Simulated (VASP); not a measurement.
Given:

```
CELL_PARAMETERS angstrom
      3.58113     0.00000     0.00000
     -1.79056     3.10135     0.00000
      0.00000     0.00000    16.94733
ATOMIC_POSITIONS crystal
  Zr 0.00000 0.00000 0.50000
  S  0.33333 0.66667 0.58696
  S  0.66667 0.33333 0.41304
```

Computed with PBE GGA, VASP's PBE PAW potentials (set 64) (plane waves; VASP). Settings: 300 eV cut-off, 7×7×1 Γ-centred mesh, Fermi-Dirac smearing of 0.10 eV, potentials Zr_sv S.

At this cut-off the stress carries a Pulay error, which pulls relaxed volumes low. The cell holds a wide vacuum, so values per volume refer to the whole cell.

**Question.** Give the force on each atom (eV/Å).

**Answer.** 
```
atom     Fx     Fy      Fz
----  -----  -----  ------
Zr1   0.000  0.000   0.000
S2    0.000  0.000   0.296
S3    0.000  0.000  -0.296
```

**Question.** Give the stress tensor in GPa (positive for a compressed cell).

**Answer.** 
```
1.97  0.00  0.00
0.00  1.97  0.00
0.00  0.00  0.54
```
The pressure is its mean diagonal, 1.49 GPa.

The cell is a sheet with vacuum, built from a generated structure.
